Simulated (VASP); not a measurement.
OSZICAR of a VASP run on Tl$_{2}$Au (space group I4/mcm):

**OSZICAR**
```
       N       E                     dE             d eps       ncg     rms          rms(c)
DAV:   1     0.344010858070E+03    0.34401E+03   -0.28997E+04  3176   0.105E+03
DAV:   2    -0.101964132157E+02   -0.35421E+03   -0.34268E+03  3368   0.285E+02
DAV:   3    -0.233384041188E+02   -0.13142E+02   -0.12811E+02  3552   0.476E+01
DAV:   4    -0.235082592997E+02   -0.16986E+00   -0.16932E+00  3432   0.508E+00
DAV:   5    -0.235104662492E+02   -0.22069E-02   -0.22067E-02  3352   0.618E-01    0.138E+01
DAV:   6    -0.225542299743E+02    0.95624E+00   -0.47398E+00  3360   0.115E+01    0.969E+00
DAV:   7    -0.224543989202E+02    0.99831E-01   -0.36665E-01  3304   0.369E+00    0.552E+00
DAV:   8    -0.224334405021E+02    0.20958E-01   -0.10814E-01  3360   0.167E+00    0.208E+00
DAV:   9    -0.224287955441E+02    0.46450E-02   -0.13547E-02  3360   0.628E-01    0.362E-01
DAV:  10    -0.224275136212E+02    0.12819E-02   -0.99434E-03  3320   0.631E-01    0.177E-01
DAV:  11    -0.224273290081E+02    0.18461E-03   -0.16754E-03  3280   0.216E-01    0.280E-02
DAV:  12    -0.224273314578E+02   -0.24496E-05   -0.72311E-05  3416   0.324E-02    0.168E-02
DAV:  13    -0.224273302294E+02    0.12284E-05   -0.10341E-05  2592   0.204E-02    0.607E-03
DAV:  14    -0.224273300219E+02    0.20748E-06   -0.19245E-06  2632   0.819E-03
   1 F= -.22427330E+02 E0= -.22397600E+02  d E =-.594598E-01  mag=    -0.0000    -0.0000     0.0000
```

Question: Which electronic solver shows in the log?

Answer: It is blocked Davidson (ALGO = Normal, or the opening steps of other solvers). The INCAR had ALGO = Normal.

Question: How was spin treated?

Answer: With non-collinear spinors: mag has three components.

Question: Can the final energy be trusted as converged?

Answer: The run converged. It stopped with EDIFF = 1E-6, NELM = 100 (LDA (Ceperley-Alder, Perdew-Zunger) with spin-orbit coupling, plane waves, VASP's LDA PAW potentials (set 64)).

The structure comes from a measured Tl2Au entry of the Crystallography Open Database, whose conditions weren't checked. The cell was not relaxed at this level. The run is one of a series of settings (GGA_COMPAT = .FALSE., LNONCOLLINEAR = .TRUE., LSORBIT = .TRUE., MAGMOM = 0.0 0.0 0.0 0.0 0.0 0.0 0.0 0.0 0.0 0.0 0.0 0.0 0.0 0.0 0.0 0.0 0.0 0.0, program vasp_ncl against the base run), some of them coarse on purpose.
